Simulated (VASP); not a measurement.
Input:

```
Ir
1.0
    4.69432     0.00000     0.00000
    3.12955     3.49894     0.00000
    0.00000     0.00000    25.25702
Ir
12
Direct
  0.35000   0.35000   0.31337
  0.65000   0.65000   0.34730
  0.95000   0.95000   0.38123
  0.25000   0.25000   0.41517
  0.55000   0.55000   0.44910
  0.85000   0.85000   0.48303
  0.15000   0.15000   0.51697
  0.45000   0.45000   0.55090
  0.75000   0.75000   0.58483
  0.05000   0.05000   0.61877
  0.35000   0.35000   0.65270
  0.65000   0.65000   0.68663
```

These are PBEsol GGA, VASP's PBE PAW potentials (set 64) (plane waves; VASP) values and carry that method's errors. Settings: PREC = Normal, EDIFF = 1E-5, 400 eV cut-off, 8×8×1 Γ-centred mesh, first-order Methfessel-Paxton smearing of 0.10 eV, potentials Ir.

**Question.** The ions are relaxed. What does this cell relax into?

**Answer.** 
```
Ir
1.0
    4.69432     0.00000     0.00000
    3.12955     3.49894     0.00000
    0.00000     0.00000    25.25702
Ir
12
Cartesian
  2.74085   1.22575   8.08204
  5.10274   2.28201   8.82673
  7.46532   3.33859   9.55597
  1.92477   0.86079  10.51745
  4.27658   1.91255  11.36124
  6.65385   2.97569  12.18679
  1.17003   0.52325  13.07022
  3.54729   1.58640  13.89578
  5.89910   2.63816  14.73957
  0.35855   0.16035  15.70105
  2.72113   1.21693  16.43029
  5.08302   2.27320  17.17497
```

**Question.** How much energy does the relaxation gain?

**Answer.** The energy (σ→0) changes by -40.0 meV/atom, in 10 ionic steps.

```
step  E(σ→0) (eV)  max force (eV/Å)  pressure (GPa)  volume (Å³)
----  -----------  ----------------  --------------  -----------
1       -110.1271             2.145           -4.84       414.85
2       -110.5157             0.471           -3.43       414.85
3       -110.5253             0.664           -3.12       414.85
4       -110.5807             0.282           -2.80       414.85
5       -110.5936             0.267           -2.53       414.85
6       -110.6031             0.122           -2.24       414.85
7       -110.6041             0.114           -2.11       414.85
8       -110.6065             0.046           -1.95       414.85
9       -110.6065             0.055           -1.91       414.85
10      -110.6072             0.027           -1.84       414.85
```

The cell is a thin slab with vacuum, built from Ir (fcc): (210) face.
